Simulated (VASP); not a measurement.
The system is Ba2Tl5V3O12.

```
Ba V Tl O
1.0
     8.15421    0.00000    0.00000
    -4.07711    7.06176    0.00000
     0.00000    0.00000    6.92128
Ba V Tl O
2 3 5 12
Direct
  0.00000 0.00000 0.23552
  0.00000 0.00000 0.76448
  0.50000 0.00000 0.00000
  0.00000 0.50000 0.00000
  0.50000 0.50000 0.00000
  0.50000 0.00000 0.50000
  0.00000 0.50000 0.50000
  0.50000 0.50000 0.50000
  0.33333 0.66667 0.22489
  0.66667 0.33333 0.77511
  0.33890 0.34334 0.81444
  0.65666 0.99556 0.81444
  0.00444 0.66110 0.81444
  0.34334 0.33890 0.18556
  0.99556 0.65666 0.18556
  0.66110 0.00444 0.18556
  0.66110 0.65666 0.18556
  0.34334 0.00444 0.18556
  0.99556 0.33890 0.18556
  0.65666 0.66110 0.81444
  0.00444 0.34334 0.81444
  0.33890 0.99556 0.81444
```

The cell was built by a generator and needn't be a form met in nature.

Base run:

| Item | Value |
| --- | --- |
| Program | VASP 6.6.1 |
| Functional | PBE |
| Potentials or basis | VASP PAW PBE potentials, release 64 (Ba_sv, V_sv, Tl_d, O) |
| Cutoff | 520 eV |
| k mesh | 4 × 4 × 4 |
| Occupations | fermi-dirac, width 0.05 eV |
| Spin | collinear spin, ferromagnetic start |
| Starting moments | [0.0, 0.0, 2.0, 2.0, 2.0, 0.0, 0.0, 0.0, 0.0, 0.0, 0.0, 0.0, 0.0, 0.0, 0.0, 0.0, 0.0, 0.0, 0.0, 0.0, 0.0, 0.0] μB |

Its results: band gap on the k mesh none (metal or under the smearing width); pressure 0.7 GPa; net moment 0.00 μB per cell; largest force 0.109 eV/Å.

Question: The run is repeated on the same cell with these changes: dispersion from none to TS. What comes out?

Answer: Band gap on the k mesh none (metal or under the smearing width); pressure -1.8 GPa; net moment 0.00 μB per cell; largest force 0.371 eV/Å.

Dispersion adds attraction, which lowers the pressure at fixed volume.

Caveats: semilocal functionals often make such compounds metallic where correlation or magnetic order opens a gap, which also shifts bond lengths; atom-pairwise D2, TS and ULG terms overbind metals (some runs); pairwise dispersion overbinds metals, which lowers pressure and volume (some runs).
